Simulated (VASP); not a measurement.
CdF2:

```
Cd F
1.0
     0.00000    2.70052    2.70052
     2.70052    0.00000    2.70052
     2.70052    2.70052    0.00000
Cd F
1 2
Cartesian
  0.0000 0.0000 0.0000
  1.3503 1.3503 1.3503
  4.0508 4.0508 4.0508
```

The cell is a database's computed one.

* Program: VASP 6.6.1
* Task: relaxation of cell and atoms
* Functional: PBE
* Dispersion: D3(BJ)
* Potentials or basis: VASP PAW PBE potentials, release 64 (Cd, F)
* Cutoff: 600 eV
* k mesh: 8 × 8 × 8
* Occupations: gaussian, width 0.02 eV
* Spin: no spin polarisation

At the start: pressure 3.1 GPa; volume 13.13 Å³/atom.

Q: Where does the relaxation end?

A: Over 3 steps the energy falls by 3.6 meV/atom and the volume is 13.52 Å³/atom (+2.9 %); space group Fm-3m (No. 225, to 0.05 Å).

The path:
```
step  energy change (eV)  largest force (eV/Å)  pressure (GPa)  volume (Å³)
   1              0.0000                0.0000            3.10        39.39
   2             -0.0101                0.0000           -0.71        40.85
   3             -0.0108                0.0000            0.02        40.55
```

Final structure:
```
Cd F
1.0
     0.00000    2.72673    2.72673
     2.72673    0.00000    2.72673
     2.72673    2.72673    0.00000
Cd F
1 2
Direct
  0.00000 0.00000 0.00000
  0.25000 0.25000 0.25000
  0.75000 0.75000 0.75000
```
